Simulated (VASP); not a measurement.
Level of theory: PBE GGA, VASP's PBE PAW potentials (set 64) (plane waves; VASP 6.6.1).

Input for VASP

KPOINTS:
```
kpoints
0
Gamma
  16 16 12
0 0 0
```

File POSCAR:
```
Re
1
    1.3861848223    -2.4009424249     0.0000000000
    1.3861848223     2.4009424249     0.0000000000
    0.0000000000     0.0000000000     4.4859514623
Re
2
Direct
  0.3333330000   0.6666670000   0.2500000000
  0.6666670000   0.3333330000   0.7500000000
```

### INCAR
```
ALGO=Fast
EDIFF=1E-5
EDIFFG=-0.03
ENCUT=400
GGA=PE
IBRION=2
ISIF=2
ISMEAR=1
LASPH=.True.
LCHARG=.False.
LMAXMIX=6
LREAL=.False.
LWAVE=.False.
NELM=100
NELMIN=4
NSW=20
PREC=Normal
SIGMA=0.1
SYSTEM=Re
```

POTCAR, in this order: Re (PBE.64 set). Program: vasp_std.

Output of the run:

OUTCAR:
```
 ion  position               nearest neighbor table
   1  0.333  0.667  0.250-   2 2.76   2 2.76   2 2.76   2 2.76   2 2.76   2 2.76
   2  0.667  0.333  0.750-   1 2.76   1 2.76   1 2.76   1 2.76   1 2.76   1 2.76
  LATTYP: Found a hexagonal cell.
 ALAT       =     2.7723695441
 C/A-ratio  =     1.6180928952
 Subroutine PRICEL returns:
 Original cell was already a primitive cell.
 Subroutine GETGRP returns: Found 24 space group operations
The static configuration has the point symmetry D_3d.
 The point group associated with its full space group is D_6h.
The dynamic configuration has the point symmetry D_3d.
 Subroutine INISYM returns: Found 24 space group operations
 Subroutine IBZKPT returns following result:
 Found    210 irreducible k-points:

 Following reciprocal coordinates:
            Coordinates               Weight
  0.000000  0.000000  0.000000      1.000000
  0.062500 -0.000000  0.000000      6.000000
  0.125000 -0.000000  0.000000      6.000000
  0.187500  0.000000  0.000000      6.000000
  0.250000 -0.000000  0.000000      6.000000
  0.312500 -0.000000  0.000000      6.000000
  0.375000  0.000000  0.000000      6.000000
  0.437500 -0.000000  0.000000      6.000000
  0.500000 -0.000000  0.000000      3.000000
  0.062500  0.062500  0.000000      6.000000
  0.125000  0.062500  0.000000     12.000000
  0.187500  0.062500  0.000000     12.000000
  0.250000  0.062500  0.000000     12.000000
  0.312500  0.062500  0.000000     12.000000
  0.375000  0.062500  0.000000     12.000000
  0.437500  0.062500  0.000000     12.000000
  0.125000  0.125000  0.000000      6.000000
  0.187500  0.125000  0.000000     12.000000
  0.250000  0.125000  0.000000     12.000000
  0.312500  0.125000  0.000000     12.000000
  0.375000  0.125000  0.000000     12.000000
  0.437500  0.125000  0.000000      6.000000
...
```

OSZICAR:
```
       N       E                     dE             d eps       ncg     rms          rms(c)
DAV:   1     0.186980780312E+02    0.18698E+02   -0.61732E+03  8915   0.141E+03
DAV:   2    -0.218802009478E+02   -0.40578E+02   -0.35503E+02  7877   0.327E+02
DAV:   3    -0.260564074431E+02   -0.41762E+01   -0.34492E+01  8307   0.153E+02
DAV:   4    -0.262709592889E+02   -0.21455E+00   -0.19198E+00  8345   0.191E+01
DAV:   5    -0.262799818490E+02   -0.90226E-02   -0.81095E-02  8147   0.214E+00    0.417E+01
RMM:   6    -0.251382717437E+02    0.11417E+01   -0.23994E-01  4710   0.304E+01    0.155E+01
RMM:   7    -0.248354707995E+02    0.30280E+00   -0.32366E+00  6133   0.322E+01    0.166E+00
RMM:   8    -0.248456468637E+02   -0.10176E-01   -0.22777E-01  6026   0.568E+00    0.885E-01
RMM:   9    -0.248486429150E+02   -0.29961E-02   -0.67938E-02  6191   0.139E+00    0.301E-01
RMM:  10    -0.248474798522E+02    0.11631E-02   -0.89884E-03  5326   0.210E+00    0.108E-01
RMM:  11    -0.248478328206E+02   -0.35297E-03   -0.55356E-03  5961   0.637E-01    0.405E-02
RMM:  12    -0.248479127376E+02   -0.79917E-04   -0.10557E-03  5483   0.234E-01    0.191E-02
RMM:  13    -0.248479299879E+02   -0.17250E-04   -0.19460E-04  4255   0.134E-01    0.554E-03
RMM:  14    -0.248479310261E+02   -0.10382E-05   -0.30620E-05  3387   0.186E-01
   1 F= -.24847931E+02 E0= -.24848021E+02  d E =-.248479E+02
```

File OUTCAR:
```
------------------------ aborting loop because EDIFF is reached ----------------------------------------
  FORCE on cell =-STRESS in cart. coord.  units (eV):
  Direction    XX          YY          ZZ          XY          YZ          ZX
  --------------------------------------------------------------------------------------
  Total        0.0771141      0.0771141     -0.1438833      0.0000000     -0.0000000      0.0000000
  in kB        4.1376799      4.1376795     -7.7202884      0.0000000     -0.0000000      0.0000000
  external PRESSURE =       0.1850237 kB  Pullay stress =       0.0000000 kB
  volume of cell :       29.86
      direct lattice vectors                 reciprocal lattice vectors
     1.386184822 -2.400942425  0.000000000     0.360702261 -0.208251558  0.000000000
     1.386184822  2.400942425  0.000000000     0.360702261  0.208251558  0.000000000
     0.000000000  0.000000000  4.485951462     0.000000000  0.000000000  0.222918150
 POSITION                                       TOTAL-FORCE (eV/Angst)
 -----------------------------------------------------------------------------------
      1.38618      0.80032      1.12149         0.000000      0.000000      0.000000
      1.38618     -0.80032      3.36446        -0.000000     -0.000000      0.000000
 -----------------------------------------------------------------------------------
    total drift:                                0.000000      0.000009     -0.000016
  FREE ENERGIE OF THE ION-ELECTRON SYSTEM (eV)
  ---------------------------------------------------
  free  energy   TOTEN  =       -24.8479310261 eV

  energy  without entropy=      -24.8482018950  energy(sigma->0) =      -24.84802132

 reached required accuracy - stopping structural energy minimisation
```
(Selected blocks of OUTCAR.)

The compound is Re in the hcp structure. It was relaxed first.
